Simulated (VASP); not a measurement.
Consider the following.

```
SrCl2
1.0
    0.00000     3.55980     3.55980
    3.55980     0.00000     3.55980
    3.55980     3.55980     0.00000
Sr Cl
1 2
Cartesian
  0.00000   0.00000   0.00000
  1.77990   1.77990   1.77990
  5.33970   5.33970   5.33970
```

Calculation: PBE GGA, VASP's PBE PAW potentials (set 64) (plane waves; VASP). Numerical set-up: 400 eV cut-off, 5×5×5 Γ-centred mesh, tetrahedra with Blöchl corrections, potentials Sr_sv Cl.

Task: Predict the energy per atom (σ→0).

Result: 
```yaml
energy per atom (σ→0): -4.260 eV/atom
```

Total energies compare only between runs with the same potentials, cut-off and functional.

The compound is SrCl2 in the fluorite structure. The cell was not relaxed at this level. The run is one of a series of settings (ISMEAR = -5, SIGMA removed against the base run), some of them coarse on purpose.
